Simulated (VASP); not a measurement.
The system is TiGa2S4.

```
CELL_PARAMETERS angstrom
3.68000 0.00000 0.00000
-1.84000 3.18697 0.00000
0.00000 0.00000 11.90000
ATOMIC_POSITIONS crystal
Ti 0.00000 0.00000 0.00000
Ga 0.66667 0.33333 0.69700
Ga 0.33333 0.66667 0.30300
S 0.66667 0.33333 0.88800
S 0.33333 0.66667 0.62700
S 0.33333 0.66667 0.11200
S 0.66667 0.33333 0.37300
```

The cell was built by a generator and needn't be a form met in nature.

| Property | Result |
| --- | --- |
| Program | VASP 6.6.1 |
| Task | relaxation of cell and atoms |
| Functional | PBE |
| Potentials or basis | VASP PAW PBE potentials, release 64 (Ti_sv, Ga_d, S) |
| Cutoff | 520 eV |
| k mesh | 4 × 4 × 2 |
| Occupations | gaussian, width 0.15 eV |
| Spin | no spin polarisation |

At the start: pressure 2.5 GPa; volume 19.94 Å³/atom.

Q: Where does the relaxation end?

A: Over 24 steps the energy falls by 25.6 meV/atom and the volume is 21.11 Å³/atom (+5.9 %); space group P-3m1 (No. 164, to 0.05 Å).

The path:
| step | energy change (eV) | largest force (eV/Å) | pressure (GPa) | volume (Å³) |
| --- | --- | --- | --- | --- |
| 1 | 0.0000 | 0.7029 | 2.49 | 139.56 |
| 2 | -0.1038 | 0.3107 | -0.66 | 145.91 |
| 3 | -0.1042 | 0.3111 | -0.30 | 145.59 |
| 4 | -0.1042 | 0.3083 | -0.55 | 145.72 |
| 5 | -0.1219 | 0.2240 | -0.41 | 145.41 |
| 6 | -0.1276 | 0.2553 | -0.37 | 145.20 |
| 7 | -0.1227 | 0.4408 | -0.07 | 144.75 |
| 8 | -0.1285 | 0.3092 | -0.23 | 145.09 |
| 9 | -0.1396 | 0.1699 | 0.24 | 144.15 |
| 10 | -0.1405 | 0.1808 | 0.36 | 143.98 |
| 11 | -0.1476 | 0.2034 | -0.04 | 144.76 |
| 12 | -0.1507 | 0.2042 | -0.32 | 145.48 |
| 13 | -0.1568 | 0.0883 | 0.04 | 145.16 |
| 14 | -0.1577 | 0.1087 | 0.11 | 145.06 |
| 15 | -0.1577 | 0.1858 | 0.41 | 144.87 |
| 16 | -0.1607 | 0.1839 | 0.49 | 145.12 |
| 17 | -0.1676 | 0.1825 | 0.65 | 145.86 |
| 18 | -0.1746 | 0.1266 | 0.00 | 147.18 |
| 19 | -0.1750 | 0.1349 | -0.30 | 147.48 |
| 20 | -0.1750 | 0.1448 | -0.25 | 147.40 |
| 21 | -0.1751 | 0.1380 | -0.03 | 147.44 |
| 22 | -0.1766 | 0.0853 | -0.11 | 147.56 |
| 23 | -0.1782 | 0.0878 | -0.09 | 147.89 |
| 24 | -0.1792 | 0.0790 | 0.11 | 147.79 |

Final structure:
```
Ti Ga S
1.0
     3.68878    0.00000    0.00000
    -1.84439    3.19457    0.00000
     0.00000    0.00000   12.54133
Ti Ga S
1 2 4
Direct
  0.00000 0.00000 0.00000
  0.66667 0.33333 0.71201
  0.33333 0.66667 0.28799
  0.66667 0.33333 0.89414
  0.33333 0.66667 0.63401
  0.33333 0.66667 0.10586
  0.66667 0.33333 0.36599
```

Caveat: the k mesh is coarse (spacing up to 0.49 Å⁻¹), so the values aren't converged; this functional lacks dispersion, which binds the layers, so the pressure and a relaxed spacing across them are unreliable.
